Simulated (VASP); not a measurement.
Output of a VASP run:

### OSZICAR
```
...
DAV:   2     0.439772855864E+02   -0.51450E+03   -0.51037E+03  2393   0.498E+02
DAV:   3    -0.120203220178E+02   -0.55998E+02   -0.55506E+02  2815   0.198E+02
DAV:   4    -0.142991595646E+02   -0.22788E+01   -0.22716E+01  2868   0.440E+01
DAV:   5    -0.144073249808E+02   -0.10817E+00   -0.10816E+00  3891   0.804E+00    0.367E+00
DAV:   6    -0.143076342189E+02    0.99691E-01   -0.22605E-01  2919   0.612E+00    0.186E+00
DAV:   7    -0.142903623377E+02    0.17272E-01   -0.78579E-02  3153   0.304E+00    0.402E-01
DAV:   8    -0.142892291527E+02    0.11332E-02   -0.87414E-03  3167   0.101E+00    0.153E-01
DAV:   9    -0.142892017947E+02    0.27358E-04   -0.58108E-04  3632   0.216E-01    0.415E-02
DAV:  10    -0.142892031680E+02   -0.13733E-05   -0.47906E-05  2832   0.704E-02    0.108E-02
DAV:  11    -0.142892037731E+02   -0.60504E-06   -0.31456E-06  2404   0.171E-02
   1 F= -.14289204E+02 E0= -.14288851E+02  d E =-.142892E+02
       N       E                     dE             d eps       ncg     rms          rms(c)
DAV:   1    -0.142992868943E+02   -0.10084E-01   -0.28339E-01  2997   0.722E+00    0.548E-01
DAV:   2    -0.142910513069E+02    0.82356E-02   -0.19255E-02  2938   0.197E+00    0.219E-01
DAV:   3    -0.142895351334E+02    0.15162E-02   -0.59670E-03  3226   0.102E+00    0.547E-02
DAV:   4    -0.142895001030E+02    0.35030E-04   -0.23074E-04  2604   0.136E-01    0.245E-02
DAV:   5    -0.142894886866E+02    0.11416E-04   -0.34492E-05  3280   0.472E-02    0.128E-02
DAV:   6    -0.142894871163E+02    0.15703E-05   -0.47860E-06  2270   0.175E-02    0.219E-03
DAV:   7    -0.142894868146E+02    0.30171E-06   -0.45245E-07  1344   0.825E-03
   2 F= -.14289487E+02 E0= -.14289194E+02  d E =-.283042E-03
       N       E                     dE             d eps       ncg     rms          rms(c)
DAV:   1    -0.142894868683E+02    0.24799E-06   -0.24421E-07  1314   0.629E-03    0.555E-04
DAV:   2    -0.142894868749E+02   -0.65584E-08   -0.50417E-08  1300   0.286E-03
   3 F= -.14289487E+02 E0= -.14289194E+02  d E =-.283102E-03
       N       E                     dE             d eps       ncg     rms          rms(c)
DAV:   1    -0.142897828985E+02   -0.29603E-03   -0.10880E-02  2672   0.796E-01    0.862E-02
DAV:   2    -0.142896231582E+02    0.15974E-03   -0.40472E-04  2769   0.286E-01    0.525E-02
DAV:   3    -0.142895327400E+02    0.90418E-04   -0.16805E-04  3510   0.165E-01    0.916E-03
DAV:   4    -0.142895355899E+02   -0.28500E-05   -0.33214E-05  2631   0.623E-02    0.673E-03
DAV:   5    -0.142895361057E+02   -0.51571E-06   -0.40765E-06  2142   0.249E-02
   4 F= -.14289536E+02 E0= -.14289275E+02  d E =-.492308E-04
       N       E                     dE             d eps       ncg     rms          rms(c)
DAV:   1    -0.142918426213E+02   -0.23070E-02   -0.97608E-02  2663   0.238E+00    0.258E-01
DAV:   2    -0.142904229202E+02    0.14197E-02   -0.36545E-03  2756   0.824E-01    0.157E-01
DAV:   3    -0.142896075661E+02    0.81535E-03   -0.14383E-03  3475   0.453E-01    0.269E-02
DAV:   4    -0.142896262332E+02   -0.18667E-04   -0.26381E-04  2623   0.164E-01    0.198E-02
DAV:   5    -0.142896262540E+02   -0.20816E-07   -0.29776E-05  2989   0.646E-02    0.744E-03
DAV:   6    -0.142896251185E+02    0.11356E-05   -0.70679E-06  2370   0.353E-02    0.607E-03
DAV:   7    -0.142896250562E+02    0.62292E-07   -0.36047E-07  1287   0.784E-03
   5 F= -.14289625E+02 E0= -.14289464E+02  d E =-.138181E-03
```

### OUTCAR
```
------------------------ aborting loop because EDIFF is reached ----------------------------------------
  FORCE on cell =-STRESS in cart. coord.  units (eV):
  Direction    XX          YY          ZZ          XY          YZ          ZX
  --------------------------------------------------------------------------------------
  Total        0.0065423      0.0065423      0.0258070     -0.0000000     -0.0000000      0.0000000
  in kB        0.0871410      0.0871410      0.3437390     -0.0000000     -0.0000000      0.0000000
  external PRESSURE =       0.1726737 kB  Pullay stress =       0.0000000 kB
  volume of cell :      120.29
      direct lattice vectors                 reciprocal lattice vectors
     4.289365270  0.000000000 -0.000000000     0.233134727  0.134600380 -0.000000000
    -2.144682635  3.714699762  0.000000000    -0.000000000  0.269200760 -0.000000000
     0.000000000  0.000000000  7.549222775     0.000000000 -0.000000000  0.132463967
 POSITION                                       TOTAL-FORCE (eV/Angst)
 -----------------------------------------------------------------------------------
      0.00000      0.00000      0.00000         0.000000     -0.000000      0.000000
      0.00000      0.00000      3.77461        -0.000000     -0.000000      0.000000
     -0.00000      2.47647      1.88731         0.000000      0.000000      0.000000
      2.14468      1.23823      5.66192        -0.000000     -0.000000     -0.000000
 -----------------------------------------------------------------------------------
    total drift:                               -0.000000      0.000000      0.000000
  FREE ENERGIE OF THE ION-ELECTRON SYSTEM (eV)
  ---------------------------------------------------
  free  energy   TOTEN  =       -14.2896250562 eV

  energy  without entropy=      -14.2891412177  energy(sigma->0) =      -14.28946378

 reached required accuracy - stopping structural energy minimisation
```
(Selected blocks of OUTCAR.)

File POSCAR:
```
InBi
1
    4.2928803791    -0.0000000000     0.0000000000
   -2.1464401896     3.7177439377     0.0000000000
    0.0000000000     0.0000000000     7.5142639897
In Bi
2 2
Direct
  0.0000000000   0.0000000000   0.0000000000
  0.0000000000   0.0000000000   0.5000000000
  0.3333330000   0.6666670000   0.2500000000
  0.6666670000   0.3333330000   0.7500000000
```

Reconstruct the remaining input files.

Several could match; the one computed here: the input of the run itself, PBEsol GGA, plane waves, VASP's PBE PAW potentials (set 64).

### INCAR
```
LMAXMIX=4   # l cut-off of mixed one-centre charges
LCHARG=F
SYSTEM=InBi
ISMEAR=1   # Methfessel-Paxton
NSW=60
PREC=Accurate
GGA=PS   # PBEsol
EDIFF=1E-6   # SCF stop (eV)
SIGMA=0.1   # width (eV)
ENCUT=400
LREAL=F
ISIF=3   # ions, shape and volume
EDIFFG=-0.01   # ionic stop
ALGO=Normal   # blocked Davidson
NELM=100
LASPH=T   # aspherical one-centre terms
IBRION=2   # conjugate gradients
LWAVE=F
```

**KPOINTS**
```
Automatic
0
gamma
 9 9 5
0 0 0
```

POTCAR, in this order: In_d Bi_d (PBE.64 set). Program: vasp_std.

The structure was generated: InBi was put into the NiAs type type (P6_3/mmc), which need not be its known phase. This run relaxes it. Symmetry was kept, so distortions that lower it aren't found. The start is the result of an earlier pass.
